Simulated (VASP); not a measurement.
OSZICAR of a VASP run on Cu (fcc):

File OSZICAR:
```
       N       E                     dE             d eps       ncg     rms          rms(c)
DAV:   1     0.354462137081E+02    0.35446E+02   -0.57660E+03  3066   0.206E+03
DAV:   2    -0.462901787128E+01   -0.40075E+02   -0.38138E+02  3003   0.195E+02
DAV:   3    -0.505843579207E+01   -0.42942E+00   -0.42774E+00  3521   0.291E+01
DAV:   4    -0.506162481413E+01   -0.31890E-02   -0.31887E-02  3681   0.227E+00
DAV:   5    -0.506166031096E+01   -0.35497E-04   -0.35496E-04  3645   0.188E-01    0.813E+00
DAV:   6    -0.449572550349E+01    0.56593E+00   -0.19786E+01  3125   0.103E+02    0.435E+00
DAV:   7    -0.405786259066E+01    0.43786E+00   -0.31210E+00  3184   0.407E+01    0.565E-01
DAV:   8    -0.404669952171E+01    0.11163E-01   -0.62247E-03  3266   0.152E+00    0.315E-01
DAV:   9    -0.404490397184E+01    0.17955E-02   -0.12218E-02  3279   0.236E+00    0.253E-02
DAV:  10    -0.404491137258E+01   -0.74007E-05   -0.29257E-05  4344   0.100E-01    0.103E-02
DAV:  11    -0.404491244205E+01   -0.10695E-05   -0.19750E-06  3274   0.319E-02    0.910E-04
DAV:  12    -0.404491240342E+01    0.38628E-07   -0.48409E-08  2029   0.447E-03
   1 F= -.40449124E+01 E0= -.40449984E+01  d E =0.257901E-03
```

Problem. Which electronic solver shows in the log?

Solution. It is blocked Davidson (ALGO = Normal, or the opening steps of other solvers). The INCAR had ALGO = Normal.

Problem. Can the final energy be trusted as converged?

Solution. The run converged. It stopped with EDIFF = 1E-7, NELM = 100 (AM05 GGA, plane waves, VASP's PBE PAW potentials (set 64)).

The compound is Cu in the fcc structure. This cell is one point of a volume scan, at 1.06 of the reference volume.
